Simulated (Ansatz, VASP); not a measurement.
**Cross-check of Ga (Gallium) between VASP and Ansatz**

Aim: how closely do two programs agree when they are given the same cell, functional and k mesh? The cell is taken from a series of VASP runs on this material, whose earlier steps may have relaxed, scaled or displaced it; both programs get it as it stands.

Method: plane waves, with VASP 6.6.1 beside it; single point at PBE with D3(BJ), in Ansatz 0.2.0.

## Step 1: Starting point

It takes space group Cmce (No. 64, orthorhombic). Conventional cell: a = 4.539 Å, b = 7.559 Å, c = 4.499 Å, α = 90.00°, β = 90.00°, γ = 90.00°. Nearest to Ga lie 7 Ga at 2.50 to 2.78 Å.

## Step 2: VASP: single point, PBE with D3(BJ)

With cell and atoms fixed, the geometry can't cause a difference; cores, projectors, grids and the points listed under the comparison can.

Lines of VASP's logs that name or quote its potential files are left out, and so is its time.

Contents of INCAR:

```
SYSTEM = Ga
PREC = Accurate
ENCUT = 400
EDIFF = 1E-06
NELM = 100
ISMEAR = -5
SIGMA = 0.05
LREAL = .FALSE.
ALGO = Normal
GGA = PE
IVDW = 12
NBANDS = 40
LORBIT = 11
LWAVE = .FALSE.
LCHARG = .FALSE.
KPAR = 2
NEDOS = 2001
```

Contents of POSCAR:

```
Ga
1.0
    2.2696236201     -3.7794712162      0.0000000000
    2.2696236201      3.7794712162      0.0000000000
    0.0000000000      0.0000000000      4.4991018950
Ga
4
Direct
    0.3428689750      0.6571310250      0.4130854363
    0.1571310250      0.8428689750      0.9130854363
    0.6571310250      0.3428689750      0.5869145637
    0.8428689750      0.1571310250      0.0869145637
```

Contents of KPOINTS:

```
Automatic mesh
0
Gamma
7 7 6
0 0 0
```

The projector-augmented-wave data sets are Ga_d (PBE family, release 64).

Started as:

```
mpirun -np 2 vasp_std
```

Numbers of over 12 decimals in the logs are rounded to 6 here.

Log:

```text
[banner, memory and clock lines left out]
running    2 mpi-ranks, on    1 nodes
 distrk:  each k-point on    1 cores,    2 groups
 distr:  one band on    1 cores,    1 groups

 POSCAR found type information on POSCAR Ga
 POSCAR found :  1 types and       4 ions
 LDA part: xc-table for (Slater+PW92), standard interpolation
 POSCAR, INCAR and KPOINTS ok, starting setup
 FFT: planning ... GRIDC
 FFT: planning ... GRID_SOFT
 FFT: planning ... GRID
 WAVECAR not read
 entering main loop
       N       E                     dE             d eps       ncg     rms          rms(c)
DAV:   1     0.367455260920E+03    0.36746E+03   -0.20399E+04  5704   0.212E+03
DAV:   2     0.391302578803E+02   -0.32833E+03   -0.31262E+03  5192   0.485E+02
DAV:   3    -0.100932962556E+02   -0.49224E+02   -0.48673E+02  5928   0.134E+02
DAV:   4    -0.116340987358E+02   -0.15408E+01   -0.15388E+01  5912   0.277E+01
DAV:   5    -0.116645098735E+02   -0.30411E-01   -0.30397E-01  6440   0.396E+00    0.255E+00
DAV:   6    -0.115821088367E+02    0.82401E-01   -0.16965E-01  6968   0.512E+00    0.140E+00
DAV:   7    -0.115670396242E+02    0.15069E-01   -0.49480E-02  7840   0.219E+00    0.316E-01
DAV:   8    -0.115659940384E+02    0.10456E-02   -0.12258E-02  5600   0.104E+00    0.471E-02
DAV:   9    -0.115661124159E+02   -0.11838E-03   -0.10286E-03  6000   0.281E-01    0.249E-02
DAV:  10    -0.115660998074E+02    0.12608E-04   -0.17080E-04  5864   0.121E-01    0.568E-03
DAV:  11    -0.115661032092E+02   -0.34017E-05   -0.28320E-05  5992   0.522E-02    0.442E-03
DAV:  12    -0.115661002544E+02    0.29547E-05   -0.83176E-06  5880   0.302E-02    0.553E-04
DAV:  13    -0.115660998026E+02    0.45181E-06   -0.72480E-07  3888   0.603E-03
   1 F= -.12768198E+02 E0= -.12768198E+02  d E =0.000000E+00
|                                                                             |
|           W    W    AA    RRRRR   N    N  II  N    N   GGGG   !!!           |
|           W    W   A  A   R    R  NN   N  II  NN   N  G    G  !!!           |
|           W    W  A    A  R    R  N N  N  II  N N  N  G       !!!           |
|           W WW W  AAAAAA  RRRRR   N  N N  II  N  N N  G  GGG   !            |
|           WW  WW  A    A  R   R   N   NN  II  N   NN  G    G                |
|           W    W  A    A  R    R  N    N  II  N    N   GGGG   !!!           |
|                                                                             |
|     Tetrahedron method does not include variations of the Fermi             |
|     occupations, so forces and stress will be inaccurate. We suggest        |
|     using a different smearing scheme ISMEAR = 1 or 2 for metals in         |
|     relaxations.                                                            |
|                                                                             |
```

OUTCAR, selected parts (step 2):

```text
ion  position               nearest neighbor table
   1  0.343  0.657  0.413-   3 2.50   2 2.65   2 2.65   4 2.70   4 2.70   3 2.78   3 2.78
   2  0.157  0.843  0.913-   4 2.50   1 2.65   1 2.65   3 2.70   3 2.70   4 2.78   4 2.78
   3  0.657  0.343  0.587-   1 2.50   4 2.65   4 2.65   2 2.70   2 2.70   1 2.78   1 2.78
   4  0.843  0.157  0.087-   2 2.50   3 2.65   3 2.65   1 2.70   1 2.70   2 2.78   2 2.78

  LATTYP: Found a base centered orthorhombic cell.
 ALAT       =     4.5392472402
 B/A-ratio  =     1.6652414007
 C/A-ratio  =     0.9911559466

 Subroutine GETGRP returns: Found  8 space group operations
 (whereof  4 operations were pure point group operations)

The static configuration has the point symmetry C_2h.
 The point group associated with its full space group is D_2h.

 Found     64 irreducible k-points:

   k-points           NKPTS =     64   k-points in BZ     NKDIM =     64   number of bands    NBANDS=     40

   dimension x,y,z NGX =    30 NGY =   30 NGZ =   30
   dimension x,y,z NGXF=    60 NGYF=   60 NGZF=   60

   ENCUT  =  400.0 eV  29.40 Ry    5.42 a.u.   7.19  7.19  7.34*2*pi/ulx,y,z

   NELECT =      52.0000    total number of electrons

 k-points in reciprocal lattice and weights: Automatic mesh
   0.00000000  0.00000000  0.00000000       0.003
   0.14285714 -0.00000000  0.00000000       0.014
   0.28571429  0.00000000  0.00000000       0.014
   0.42857143  0.00000000  0.00000000       0.014
   0.14285714  0.14285714  0.00000000       0.007
   0.28571429  0.14285714  0.00000000       0.014
   0.42857143  0.14285714  0.00000000       0.014
  -0.42857143  0.14285714  0.00000000       0.014
  -0.28571429  0.14285714  0.00000000       0.014
[...]
0.42857143  0.42857143  0.50000000       0.007
  -0.42857143  0.42857143  0.50000000       0.007

 average (electrostatic) potential at core
       1 -65.3140       2 -65.3140       3 -65.3140       4 -65.3140

 E-fermi :   5.0676

 k-point     1 :       0.0000    0.0000    0.0000
  band No.  band energies     occupation
    ...
     22       0.9700      2.00000
     23       1.4172      2.00000
     24       3.2671      2.00000
     25       3.3135      2.00000
     26       4.5930      2.00000
     27       5.9935      0.00000
     28       6.2163      0.00000
     29       6.3104      0.00000
     30      10.2231      0.00000
     31      10.6002      0.00000
    ...

 k-point     2 :       0.1429   -0.0000    0.0000
  band No.  band energies     occupation
    ...
     22       0.7317      2.00000
     23       1.4784      2.00000
     24       1.5436      2.00000
     25       4.0424      2.00000
     26       4.6449      2.00521
     27       5.4197      0.00000
     28       7.1815      0.00000
     29       8.1555      0.00000
     30       9.1334      0.00000
     31       9.3123      0.00000
    ...

 k-point     3 :       0.2857    0.0000    0.0000
  band No.  band energies     occupation
    ...
     22      -1.0530      2.00000
     23       1.4873      2.00000
     24       1.7961      2.00000
     25       3.5297      2.00000
     26       3.8997      2.00601
     27       7.2297      0.00000
     28       7.4331      0.00000
     29       7.4744      0.00000
     30       8.8853      0.00000
     31      10.5019      0.00000
    ...

 Edisp (eV)   -1.20210

  Total      -0.84270     0.30419     0.59318     0.00000     0.00000     0.00000
  in kB     -17.49219     6.31407    12.31279     0.00000     0.00000     0.00000
  external pressure =        0.38 kB  Pullay stress =        0.00 kB

  energy-cutoff  :      400.00
  volume of cell :       77.19
      direct lattice vectors                 reciprocal lattice vectors
     2.269623620 -3.779471216  0.000000000     0.220300844 -0.132293639  0.000000000
     2.269623620  3.779471216  0.000000000     0.220300844  0.132293639  0.000000000
     0.000000000  0.000000000  4.499101895     0.000000000  0.000000000  0.222266582

 POSITION                                       TOTAL-FORCE (eV/Angst)
 -----------------------------------------------------------------------------------
      2.26962      1.18774      1.85851         0.000000     -0.134442      0.030275
      2.26962      2.59173      4.10806         0.000000      0.134442      0.030275
      2.26962     -1.18774      2.64059         0.000000      0.134442     -0.030275
      2.26962     -2.59173      0.39104         0.000000     -0.134442     -0.030275
 -----------------------------------------------------------------------------------
    total drift:                               -0.000000     -0.000000      0.000000

  FREE ENERGIE OF THE ION-ELECTRON SYSTEM (eV)
  ---------------------------------------------------
  free  energy   TOTEN  =       -12.7681975196 eV

  energy  without entropy=      -12.7681975196  energy(sigma->0) =      -12.76819752

 total charge
# of ion       s       p       d       tot
------------------------------------------
    1        0.953   0.727   9.958  11.638
    2        0.953   0.727   9.958  11.638
    3        0.953   0.727   9.958  11.638
    4        0.953   0.727   9.958  11.638
--------------------------------------------------
tot          3.812   2.906  39.833  46.551

[... 3 further parts left out ...]
```

Dispersion corrections of this kind ignore metallic screening and tend to overbind metals. With tetrahedra the forces and stress of a metal are not exact derivatives of the energy.

## Step 3: Ansatz: single point, PBE with D3(BJ)

Ansatz runs on its default PAW (the set named soft_2) files.

The same cell, functional, mesh and smearing now go to Ansatz, which takes its cutoff from its data sets.

Contents of input.yaml:

```yaml
crystal:
  lattice:
    - [2.2696236201, -3.7794712162, 0.0]
    - [2.2696236201, 3.7794712162, 0.0]
    - [0.0, 0.0, 4.499101895]
  atoms:
    - { symbol: Ga, position: [0.342868975, 0.657131025, 0.4130854363] }
    - { symbol: Ga, position: [0.157131025, 0.842868975, 0.9130854363] }
    - { symbol: Ga, position: [0.657131025, 0.342868975, 0.5869145637] }
    - { symbol: Ga, position: [0.842868975, 0.157131025, 0.0869145637] }
hamiltonian:
  xc: pbe
  pseudopotentials: { kind: paw }
  dispersion: d3bj
kpoints:
  mp_grid: { grid: [7, 7, 6] }
scf:
  occupations: { method: tetrahedron }
output:
  forces: true
  stress: true
  write_density: true
  write_potential: true
  elf: true
  volumetric_format: npy
```

Started as:

```
ansatz run input.yaml --threads 2 --pin off --max-ram 4608MiB --backend cpu --events-out ev --progress --plain --runs-dir out
```

Log:

```text
Warning: output.forces, output.stress, relax.cell or npt_langevin: where a Kohn–Sham band that disperses or a degenerate level is filled in part under the method tetrahedron, the forces or the stress that this run publishes need not agree with its energy (scf.occupations.method in the input reference, under Limitations); prefer a smearing scheme for the forces or the stress
Engine: ansatz 0.2.0, aarch64-unknown-linux-gnu
Pseudopotentials: kind: paw
Pseudopotential: Ga, paw, valence charge 13, recommended cutoff 420 eV (normal), Ga.paw.azcp
Functional definition: PBE
  parameter kappa = 0.804
  parameter beta = 0.066725
  exchange = pbe_x(kappa = kappa, mu = beta*pi^2/3)
  correlation = pbe_c(beta = beta)
Crystal: 4 atoms, lattice volume = 77.186 Å³
Basis set: ecut = 420 eV, 1517 PW (Γ), exchange–correlation on 60×60×64 points (8 copies of the dense FFT grid, shifted against one another)
Bands: 32, of which v1, the nominal top of the filled ones, is band 26 counted from 1 (25 counted from 0)
Symmetry: 8 space group operations
Space group: Cmce (ITA 64), of the structure as read, at distance tolerance 4.3e-5 Å
k-points: 64 of 294
Non-local potential: Ga, projectors of the file, l = 0: 2, l = 1: 2, l = 2: 3, l = 3: 1
PAW form: soft (Blöchl's): semilocal exchange-correlation on the pseudo side does not see the compensation charge
PAW one-centre angular grid: Ga, 590 points (default); XC on 64 Gauss nodes
Initial density: superposition of atomic densities (neutral atoms: chi_scale 0, normalization atom), corrected by the library's trained network
Initial wavefunctions: pseudopotential atomic-orbital guess
Functional: x = pbe(κ = 0.804, μ = 0.219515), c = pbe(β = 0.066725)
SCF iter   1: F=—  HF=-15133.236167 eV  |F-HF|=—  |Δ(HF+E_count)|=         —  Δρ=1.70e-3  dr2=2.76e-3  ethr=1.77e-3  ⟨swp⟩=6.2  Hψ=7587  notcnv=0
preconditioner: auto → Kerker (q_TF=auto, 2.554 Å⁻¹)  [metal: no gap  n_scr=20 (ndim 8)  ℏωp=30.5 eV  f_vac=0.004]
SCF iter   2: F=—  HF=-15133.233685 eV  |F-HF|=—  |Δ(HF+E_count)|=   2.48e-3  Δρ=1.14e-3  dr2=1.22e-3  ethr=5.31e-6  ⟨swp⟩=2.0  Hψ=4536  notcnv=0  defer=78
SCF iter   3: F=—  HF=-15133.233508 eV  |F-HF|=—  |Δ(HF+E_count)|=   1.77e-4  Δρ=6.12e-4  dr2=4.29e-4  ethr=2.36e-6  ⟨swp⟩=2.0  Hψ=3940  notcnv=0  defer=78
SCF iter   4: F=—  HF=-15133.233501 eV  |F-HF|=—  |Δ(HF+E_count)|=   7.32e-6  Δρ=2.79e-4  dr2=3.70e-5  ethr=8.25e-7  ⟨swp⟩=3.1  Hψ=3872  notcnv=0  defer=78
SCF iter   5: F=—  HF=-15133.233461 eV  |F-HF|=—  |Δ(HF+E_count)|=   3.98e-5  Δρ=7.28e-5  dr2=3.32e-6  ethr=7.11e-8  ⟨swp⟩=2.0  Hψ=3944  notcnv=0  defer=78
SCF iter   6: F=—  HF=-15133.233457 eV  |F-HF|=—  |Δ(HF+E_count)|=   4.11e-6  Δρ=1.83e-5  dr2=2.27e-7  ethr=6.39e-9  ⟨swp⟩=2.0  Hψ=2660  notcnv=0  defer=78
SCF iter   7: F=-15133.233457 eV  HF=-15133.233457 eV  |F-HF|=1.28e-8  |Δ(HF+E_count)|=   5.63e-7  Δρ=5.21e-6  dr2=2.17e-8  ethr=1.92e-10  ⟨swp⟩=9.2  Hψ=14437  notcnv=0
SCF 1 converged in 7 iterations: F = -15133.233457 eV  dr2 = 2.17e-8
  greatest PAW one-centre occupation: 0.994 electrons in one spin orbital (limit 2), on the Ga atom at site 3 (counted from 0), in its partial waves of l = 2
SCF converged after 7 iterations
Stability not checked: this state was not tested for a lower state beside it, because cold or Methfessel-Paxton smearing, or corrected tetrahedra, fill the levels in a way that the test cannot read (fill_not_monotonic; see scf.lower_state_search)
Free energy (F): -15133.233457 eV
Harris-Foulkes:  -15133.233457 eV  (|F-HF|=1.28e-8)
Internal energy: -15133.233201 eV  (E = F + TS)
E sigma→0 (E₀):  -15133.233457 eV
Entropy (-TS):   -0.000255 eV (-0.064 meV/atom)
Fermi energy:    9.146407 eV
--- Per-component energies (eV) ---
  E_band       = -170.241860
  E_kinetic    = 462.196846
  E_local      = -7556.033638  (includes V_loc(G=0)·N_el)
  E_nonlocal   = 1690.606653
  E_hartree    = 3547.400242
  E_xc         = -277.983024
  E_vxc        = -233.669095  (∫ρ·V_xc dr)
  E_paw        = -7945.474019  (= ΣΔE_a)
  E_vpaw       = -1628.156056  (= ΣTr[D̂ρ^β])
  E_aug_tail   = -0.000447  (compensation charges beyond the density's cutoff)
  E_ewald      = -5052.743374
  E_disp       = -1.202441  (pairwise vdW)
  E_smearing   = -0.000255  (= −TS)
  E_closure    = 0.000000  (closes the sum)
  Σ components = -15133.233457   (vs F -15133.233457, Δ=0.00e0)
--- Forces (eV/Å), atoms counted from 1 ---
  atom   1  Ga     0.00000000    -0.13218646     0.03023078
  atom   2  Ga    -0.00000000     0.13218646     0.03023078
  atom   3  Ga     0.00000000     0.13218646    -0.03023078
  atom   4  Ga     0.00000000    -0.13218646    -0.03023078
  max |Σ_I F_I| component: 2.78e-17 eV/Å
--- Stress (GPa, compression-positive) ---
       -1.390319       0.000000       0.000000
        0.000000       0.853847       0.000000
        0.000000       0.000000       1.506665
  P = ⅓ Tr σ = 0.3234 GPa (3.234 kbar)
--- Band table (eV; the first three rows and the last of 64) ---
  k-point 0: bands = [... 22 lower, 5.4954, 7.3501, 7.3919, 8.6656, 10.0700, 10.2930, 10.3883, 14.3040, ... 2 higher]
  k-point 1: bands = [... 22 lower, 7.3422, 7.5380, 7.6037, 8.8007, 10.0228, 10.3169, 10.8089, 13.0467, ... 2 higher]
  k-point 2: bands = [... 22 lower, 8.1007, 8.2168, 8.8518, 9.1303, 10.0298, 10.0404, 10.6710, 12.7456, ... 2 higher]
  k-point 63: bands = [... 22 lower, 4.1903, 4.1903, 7.9038, 7.9038, 8.1855, 8.1855, 15.6535, 15.6535, ... 2 higher]
```

The job ended after 4.7 s (2 threads of Arm Neoverse V2, shared host; peak memory 0.4 GiB).

In the SCF lines HF is the Harris–Foulkes energy and dr2 the Hartree energy of the density residual, in eV; the loop may stop once dr2 is under the threshold and the program's other checks hold. Hψ counts applications of the Hamiltonian.

The run ends at a pressure of 0.32 GPa, with forces up to 0.14 eV/Å.

## Step 4: Comparison

Known differences besides the potentials themselves: the cutoff is 420 eV in Ansatz and 400 eV in VASP; VASP leaves aspherical gradient terms in its spheres out (LASPH is not set), Ansatz keeps them. Total energies have different zeros and are not compared.

Both answers:

```csv
quantity,Ansatz,VASP,difference
pressure (GPa),0.32,0.04,+0.29
```

Forces (eV/Å; atoms numbered as in POSCAR):

```csv
atom,"Ansatz x, y, z","VASP x, y, z"
Ga1,"0.000, -0.132, 0.030","0.000, -0.134, 0.030"
Ga2,"0.000, 0.132, 0.030","0.000, 0.134, 0.030"
Ga3,"0.000, 0.132, -0.030","0.000, 0.134, -0.030"
Ga4,"0.000, -0.132, -0.030","0.000, -0.134, -0.030"
```

The forces differ by 1.3 meV/Å r.m.s., which is 1.6 % of the r.m.s. force of 0.08 eV/Å (both taken over all components).

## Step 5: Outcome

```yaml
r_m_s_force_difference_single_point_pbe_with_d3_bj: 1.3 meV/Å
```

What this shows: The r.m.s. force difference is 1.3 meV/Å (single point, PBE with D3(BJ)), within the 12 meV/Å picked in this series as the mark of a large difference. How closely two codes agree says nothing of how well the functional describes the real material.

[Lines on the potential files, build, host, timing and source positions are cut from VASP's logs without a mark.]

[Logs are printed without paths, hosts, clocks, repeated set-up lines and the standing remarks that a program may print on its own settings, such as how far it seeks lower states.]

[Hosts, paths, dates, database ids (printed as entryN), source tags and the programs' standing remarks are cut or masked in the printed files.]
